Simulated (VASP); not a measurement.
Input of a VASP 6.6.1 run:

The input INCAR:

```
ALGO = Normal
EDIFF = 1E-7
ENCUT = 520
GGA = PE
ISIF = 2
ISMEAR = 1
LASPH = T
LCHARG = F
LREAL = F
LWAVE = F
NBANDS = 54
NELECT = 86.0
NELM = 80
PREC = Accurate
SIGMA = 0.15
```

KPOINTS

```
k-points
0
Gamma
  3 3 3
```

The input POSCAR:

```
Cs2YPbBr6
1.0
    0.0000000000      5.7075430000      5.7075430000
    5.7075430000      0.0000000000      5.7075430000
    5.7075430000      5.7075430000      0.0000000000
Pb Br Y Cs
1 6 1 2
Direct
    0.5000000000      0.5000000000      0.5000000000
    0.7554000000      0.2446000000      0.2446000000
    0.2446000000      0.7554000000      0.2446000000
    0.2446000000      0.7554000000      0.7554000000
    0.7554000000      0.2446000000      0.7554000000
    0.2446000000      0.2446000000      0.7554000000
    0.7554000000      0.7554000000      0.2446000000
    0.0000000000      0.0000000000      0.0000000000
    0.2500000000      0.2500000000      0.2500000000
    0.7500000000      0.7500000000      0.7500000000
```

Potentials or basis: VASP PAW PBE potentials, release 64 (Pb_d, Br, Y_sv, Cs_sv).

Command:

```bash
$ cat potpaw_PBE.64/Pb_d/POTCAR potpaw_PBE.64/Br/POTCAR potpaw_PBE.64/Y_sv/POTCAR potpaw_PBE.64/Cs_sv/POTCAR > POTCAR
$ mpirun -np 1 vasp_std > vasp.out
```

(1) What does it give for the band gap on the k mesh?

(2) What does it give for the largest force?

Results:

(1) none (metal or under the smearing width).

(2) 0.622 eV/Å.

Caveat: the cell carries a net charge on a neutralising background, which shifts energy and pressure; the cell is charged against a uniform background, so pressure and absolute levels hang on convention.
